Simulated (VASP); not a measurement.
FeSi (B20) relaxed at rising pressure, in one space group throughout; other phases were not tried. The pressures are those reached. Calculation: PBEsol GGA, VASP's PBE PAW potentials (set 64) (plane waves; VASP 6.6.1).

| P (GPa) | V (Å³/atom) | k-mesh |
|---|---|---|
| 0.27 | 10.681 | 5×5×5 |
| 5.03 | 10.482 | 5×5×5 |
| 10.02 | 10.293 | 5×5×5 |
| 20.06 | 9.963 | 5×5×5 |
| 30.18 | 9.680 | 5×5×5 |

### Question
Fit an equation of state and predict the volume at 45.24 GPa.

### Answer
Least squares on the third-order Birch-Murnaghan form, P = (3B0/2)(y⁷ − y⁵)[1 + (3/4)(B′ − 4)(y² − 1)] with y = (V0/V)^(1/3), gives V0 = 10.693 Å³/atom, B0 = 241 GPa and B′ = 4.6, and so 9.326 Å³/atom. The run gave 9.325 Å³/atom, -0.0 % from the fit.

Pressures at which the relaxation failed are left out.

The compound is FeSi in the B20 structure. The run is not spin-polarised, so no magnetic state was tried.
